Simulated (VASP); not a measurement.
Input for VASP

**INCAR**
```
ALGO  =  Normal
EDIFF  =  1E-6
EDIFFG  =  -0.02
ENCUT  =  400
GGA  =  PS
IBRION  =  2
ISIF  =  3
ISMEAR  =  1
LASPH  =  .TRUE.
LCHARG  =  .FALSE.
LMAXMIX  =  4
LREAL  =  .FALSE.
LWAVE  =  .FALSE.
NELM  =  100
NSW  =  60
PREC  =  Accurate
SIGMA  =  0.1
SYSTEM  =  GeS2
```

**KPOINTS**
```
Automatic mesh
0
Gamma
5 5 5
0 0 0
```

File POSCAR:
```
GeS2
1
    5.9520611823    -0.0000000000    -0.0000000000
    0.0000000000     5.9520611823     0.0000000000
    0.0000000000     0.0000000000     5.9520611823
Ge S
4 8
Direct
  0.0000000000   1.0000000000   1.0000000000
  0.5000000000   0.5000000000   1.0000000000
  0.0000000000   0.5000000000   0.5000000000
  0.5000000000   1.0000000000   0.5000000000
  0.3517350857   0.3517350857   0.3517350857
  0.8517350857   0.1482649143   0.6482649143
  0.6482649143   0.8517350857   0.1482649143
  0.1482649143   0.6482649143   0.8517350857
  0.6482649143   0.6482649143   0.6482649143
  0.1482649143   0.8517350857   0.3517350857
  0.3517350857   0.1482649143   0.8517350857
  0.8517350857   0.3517350857   0.1482649143
```

POTCAR, in this order: Ge_d S (PBE.64 set). Program: vasp_std.

**Question.** Write an equivalent input for Ansatz.

**Answer.** One equivalent input (not run):
Ansatz 0.2 input:
```yaml
crystal:
  lattice:
    - [5.9520612, 0.0000000, 0.0000000]
    - [0.0000000, 5.9520612, 0.0000000]
    - [0.0000000, 0.0000000, 5.9520612]
  atoms:
    - { symbol: Ge, position: [0.0000000, 1.0000000, 1.0000000] }
    - { symbol: Ge, position: [0.5000000, 0.5000000, 1.0000000] }
    - { symbol: Ge, position: [0.0000000, 0.5000000, 0.5000000] }
    - { symbol: Ge, position: [0.5000000, 1.0000000, 0.5000000] }
    - { symbol: S, position: [0.3517351, 0.3517351, 0.3517351] }
    - { symbol: S, position: [0.8517351, 0.1482649, 0.6482649] }
    - { symbol: S, position: [0.6482649, 0.8517351, 0.1482649] }
    - { symbol: S, position: [0.1482649, 0.6482649, 0.8517351] }
    - { symbol: S, position: [0.6482649, 0.6482649, 0.6482649] }
    - { symbol: S, position: [0.1482649, 0.8517351, 0.3517351] }
    - { symbol: S, position: [0.3517351, 0.1482649, 0.8517351] }
    - { symbol: S, position: [0.8517351, 0.3517351, 0.1482649] }
kpoints:
  mp_grid: { grid: [5, 5, 5] }
hamiltonian:
  xc: pbesol
  pseudopotentials: { kind: paw }
scf:
  occupations: { method: methfessel_paxton, width: 0.1 }
  max_iter: 100
relax:
  max_steps: 60
  f_tol: 0.02
  cell: {}
output: { forces: true, stress: true, eigenvalues: true }
```
Limits of the translation: each code has its own PAW files, so the cut-off isn't converted (ENCUT is set for VASP's; basis.ecutwfc is left out, and Ansatz then takes the one that its files recommend); Ansatz stops its SCF on the density residual and VASP on the energy change (EDIFF).

The structure was generated: GeS2 was put into the pyrite type (Pa-3), which need not be its known phase. This run relaxes it. Symmetry was kept, so distortions that lower it aren't found. The start is the result of an earlier pass.
